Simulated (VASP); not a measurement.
These are PBE GGA with D3 dispersion (Becke-Johnson damping), VASP's PBE PAW potentials (set 64) (plane waves; VASP 6.6.1) values and carry that method's errors.

Input for VASP

File POSCAR:
```
Al atom
1
   12.0000000000     0.0000000000     0.0000000000
    0.0000000000    12.5000000000     0.0000000000
    0.0000000000     0.0000000000    13.0000000000
Al
1
Direct
  0.0000000000   0.0000000000   0.0000000000
```

**KPOINTS**
```
Automatic mesh
0
Gamma
1 1 1
0 0 0
```

**INCAR**
```
! general
SYSTEM =Al atom
PREC   =Normal
ENCUT  =520   ! plane-wave cut-off (eV)
LREAL  =F   ! projection in real space or not
LASPH  =T   ! aspherical one-centre terms
ISYM   =0

! electronic loop
EDIFF  =1E-6   ! SCF stop (eV)
NELM   =200   ! most electronic steps
ALGO   =All   ! all-band CG

! smearing
ISMEAR =0
SIGMA  =0.01   ! width (eV)

! functional
GGA    =PE   ! PBE
IVDW   =12   ! D3, Becke-Johnson

! spin
ISPIN  =2
MAGMOM =1
NUPDOWN=1

! output
LWAVE  =F
LCHARG =F
LORBIT =10
```

POTCAR, in this order: Al (PBE.64 set). Program: vasp_gam. Read from the step before: WAVECAR.

Output

**OUTCAR**
```
 ion  position               nearest neighbor table
   1  0.000  0.000  0.000-
 Subroutine IBZKPT returns following result:
 Found      1 irreducible k-points:

 Following reciprocal coordinates:
            Coordinates               Weight
  0.000000  0.000000  0.000000      1.000000
   k-points           NKPTS =      1   k-points in BZ     NKDIM =      1   number of bands    NBANDS=      6
   number of dos      NEDOS =    301   number of ions     NIONS =      1
   total plane-waves  NPLWV = 392000
   dimension x,y,z NGX =    70 NGY =   70 NGZ =   80
   dimension x,y,z NGXF=   140 NGYF=  140 NGZF=  160
   ions per type =               1
   PREC   = normal    normal or accurate (medium, high low for compatibility)
   ISTART =      1    job   : 0-new  1-cont  2-samecut
   ICHARG =      0    charge: 1-file 2-atom 10-const
   ISPIN  =      2    spin polarized calculation?
   LNONCOLLINEAR =      F non collinear calculations
   LSORBIT =      F    spin-orbit coupling
   INIWAV =      1    electr: 0-lowe 1-rand  2-diag
   ENCUT  =  520.0 eV  38.22 Ry    6.18 a.u.  22.31 23.24 24.17*2*pi/ulx,y,z
   NELM   =    200;   NELMIN=  2; NELMDL=  0     # of ELM steps
   EDIFF  = 0.1E-05   stopping-criterion for ELM
   LREAL  =      F    real-space projection
   NLSPLINE    = F    spline interpolate recip. space projectors
   LMAXMIX     =    2 max onsite mixed and CHGCAR
   VOSKOWN=      0    Vosko Wilk Nusair interpolation
   EDIFFG = 0.1E-04   stopping-criterion for IOM
   NSW    =      0    number of steps for IOM
   NBLOCK =      1;   KBLOCK =      1    inner block; outer block
   IBRION =     -1    ionic relax: 0-MD 1-quasi-New 2-CG
   NFREE  =      0    steps in history (QN), initial steepest desc. (CG)
   ISIF   =      2    stress and relaxation
   ISYM   =      0    0-nonsym 1-usesym 2-fastsym
   TEIN   =    0.0    initial temperature
   TEBEG  =    0.0;   TEEND  =   0.0 temperature during run
   SMASS  =  -3.00    Nose mass-parameter (am)
   PSTRESS=    0.0 pullay stress
   NELECT =       3.0000    total number of electrons
...
```

File OSZICAR:
```
       N       E                     dE             d eps       ncg     rms           ort
SDA:   1    -0.242608309201E+00   -0.24261E+00    0.00000E+00     6   0.211E-07   0.000E+00
SDA:   2    -0.242608718015E+00   -0.40881E-06   -0.40882E-06     6   0.105E-04  -0.356E-06
SDA:   3    -0.279482961071E+00   -0.36874E-01   -0.37053E-01     6   0.632E-01  -0.342E-03
CGA:   4    -0.306461285670E+00   -0.26978E-01   -0.23932E-01     6   0.996E-02  -0.164E-02
CGA:   5    -0.310631195205E+00   -0.41699E-02   -0.42411E-02     6   0.213E-02  -0.149E-04
SDA:   6    -0.311396318449E+00   -0.76512E-03   -0.12878E-01     6   0.142E-02  -0.974E-03
CGA:   7    -0.311816155872E+00   -0.41984E-03   -0.41918E-03     6   0.107E-03   0.622E-06
CGA:   8    -0.311866851478E+00   -0.50696E-04   -0.50705E-04     6   0.246E-04  -0.143E-06
CGA:   9    -0.311878667118E+00   -0.11816E-04   -0.11817E-04     6   0.294E-05   0.121E-07
CGA:  10    -0.311880393530E+00   -0.17264E-05   -0.17269E-05     6   0.105E-05  -0.415E-08
CGA:  11    -0.311880888673E+00   -0.49514E-06   -0.49516E-06     6   0.166E-06   0.561E-09
   1 F= -.31227848E+00 E0= -.31227848E+00  d E =-.187435E-15  mag=     1.0000
```

**OUTCAR**
```
------------------------ aborting loop because EDIFF is reached ----------------------------------------
 Edisp (eV)   -0.00040
  FORCE on cell =-STRESS in cart. coord.  units (eV):
  Direction    XX          YY          ZZ          XY          YZ          ZX
  --------------------------------------------------------------------------------------
  Total      -0.00174    -0.00122     0.00708     0.00000     0.00003    -0.00003
  in kB      -0.00143    -0.00100     0.00582     0.00000     0.00003    -0.00002
  external pressure =        0.00 kB  Pullay stress =        0.00 kB
  volume of cell :     1950.00
      direct lattice vectors                 reciprocal lattice vectors
    12.000000000  0.000000000  0.000000000     0.083333333  0.000000000  0.000000000
     0.000000000 12.500000000  0.000000000     0.000000000  0.080000000  0.000000000
     0.000000000  0.000000000 13.000000000     0.000000000  0.000000000  0.076923077
 POSITION                                       TOTAL-FORCE (eV/Angst)
 -----------------------------------------------------------------------------------
      0.00000      0.00000      0.00000        -0.000000      0.000000     -0.000000
 -----------------------------------------------------------------------------------
    total drift:                               -0.000000      0.000000     -0.000000
  FREE ENERGIE OF THE ION-ELECTRON SYSTEM (eV)
  ---------------------------------------------------
  free  energy   TOTEN  =        -0.3122784791 eV

  energy  without entropy=       -0.3122784791  energy(sigma->0) =       -0.31227848

 total charge

# of ion       s       p       d       tot
------------------------------------------
    1        0.617   0.143   0.000   0.760

 magnetization (x)

# of ion       s       p       d       tot
------------------------------------------
    1       -0.005   0.143   0.000   0.139
```
(Selected blocks of OUTCAR.)

The atom may not be in its lowest state.

The cell is a free atom in a box.
